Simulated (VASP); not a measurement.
Computed with PBEsol GGA, VASP's PBE PAW potentials (set 64) (plane waves; VASP).

The input files of a VASP run:

**KPOINTS**
```
Automatic mesh
0
Gamma
8 8 8
0 0 0
```

**POSCAR**
```
HoSi
1
    2.1603937743    -5.3448650998     0.0000000000
    2.1603937743     5.3448650998     0.0000000000
    0.0000000000     0.0000000000     3.7908897984
Ho Si
2 2
Direct
  0.1402075269   0.8597924731   0.2500000000
  0.8597924731   0.1402075269   0.7500000000
  0.4232225275   0.5767774725   0.2500000000
  0.5767774725   0.4232225275   0.7500000000
```

### INCAR
```
! general
SYSTEM  = HoSi
PREC    = Accurate
ENCUT   = 480
LREAL   = .False.   ! projection in real space or not
LASPH   = .True.   ! aspherical one-centre terms

! electronic loop
EDIFF   = 1E-7
NELM    = 100   ! most electronic steps
ALGO    = Normal
LMAXMIX = 6

! smearing
ISMEAR  = 1   ! Methfessel-Paxton
SIGMA   = 0.1   ! width (eV)

! functional
GGA     = PS   ! PBEsol

! ions
ISIF    = 2   ! forces and stress, cell fixed

! output
LWAVE   = .False.
LCHARG  = .False.
```

POTCAR, in this order: Ho_3 Si (PBE.64 set). Program: vasp_std.

The 4f electrons are frozen in the core of the lanthanide potential, so 4f levels, which can set the real gap, and their magnetism are missing.

Question: What does the run give for the energy per atom (σ→0), pressure, band gap (on the k-mesh)?

Answer: 
```yaml
energy per atom (σ→0): -6.220 eV/atom
band gap (on the k-mesh): none (metal, semimetal or under 0.01 eV)
pressure: -5.26 GPa
```

File OSZICAR:
```
...
DAV:   8    -0.248806792838E+02    0.91620E-02   -0.50145E-02  6211   0.152E+00    0.362E-01
DAV:   9    -0.248805736082E+02    0.10568E-03   -0.37085E-03  6028   0.477E-01    0.241E-01
DAV:  10    -0.248805526168E+02    0.20991E-04   -0.29773E-04  5306   0.109E-01    0.115E-01
DAV:  11    -0.248805525074E+02    0.10935E-06   -0.27407E-05  5716   0.447E-02    0.299E-02
DAV:  12    -0.248805517333E+02    0.77407E-06   -0.26666E-06  5836   0.143E-02    0.739E-03
DAV:  13    -0.248805516005E+02    0.13283E-06   -0.55242E-07  5225   0.641E-03    0.255E-03
DAV:  14    -0.248805516290E+02   -0.28470E-07   -0.66141E-08  3382   0.313E-03
   1 F= -.24880552E+02 E0= -.24880702E+02  d E =0.452165E-03
```

The structure comes from a computed database's HoSi entry (Cmcm); how it stands against other phases isn't given here. This cell was strained or had an atom moved on purpose.
